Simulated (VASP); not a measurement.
Consider the following.

```
CELL_PARAMETERS angstrom
      3.33110     0.00000     0.00000
      0.00000     3.33110     0.00000
      0.00000     0.00000     3.33110
ATOMIC_POSITIONS crystal
  In 0.00000 0.00000 0.00000
  Pd 0.50000 0.50000 0.50000
```

Calculation: PBE GGA, VASP's PBE PAW potentials (set 64) (plane waves; VASP 6.6.1). Settings: 300 eV cut-off, 10×10×10 Γ-centred mesh, Gaussian smearing of 0.27 eV, potentials In_d Pd.

At this cut-off the stress carries a Pulay error, which pulls relaxed volumes low.

Problem. Give the stress tensor in GPa (positive for a compressed cell).

Solution. 
```
-2.64   0.00   0.00
 0.00  -2.64   0.00
 0.00   0.00  -2.64
```
The pressure is its mean diagonal, -2.64 GPa.

The structure comes from a computed database's InPd entry; how it stands against other phases isn't given here. The cell was not relaxed at this level. The electron count is odd and the run is not spin-polarised, which forces a metal.
